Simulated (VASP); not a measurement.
Shape and ions are relaxed at each volume.

Energy against volume of Gd (hcp). Level of theory: PBE GGA, VASP's PBE PAW potentials (set 64) (plane waves; VASP).

The 4f electrons are frozen in the core of the lanthanide potential, so 4f levels, which can set the real gap, and their magnetism are missing.

```csv
V (Å³/atom),E (eV/atom)
31.047,-4.56668
32.038,-4.57666
33.029,-4.57912
34.020,-4.57493
35.011,-4.56463
```

Q: Fit a third-order Birch-Murnaghan equation of state.

A: 
```json
{
  "volume_per_atom": "32.88 Å³/atom",
  "bulk_modulus": "366 kbar",
  "pressure_derivative_of_the_bulk_modulus": "2.50"
}
```

Measured: bulk modulus 37.9 GPa (computed value off by -3.4 %), as given by Wikipedia, Gadolinium (infobox). The calculation is for a static lattice, while the measured bulk modulus holds thermal and zero-point effects, which are part of the difference.

The compound is Gd in the hcp structure. It was relaxed first.
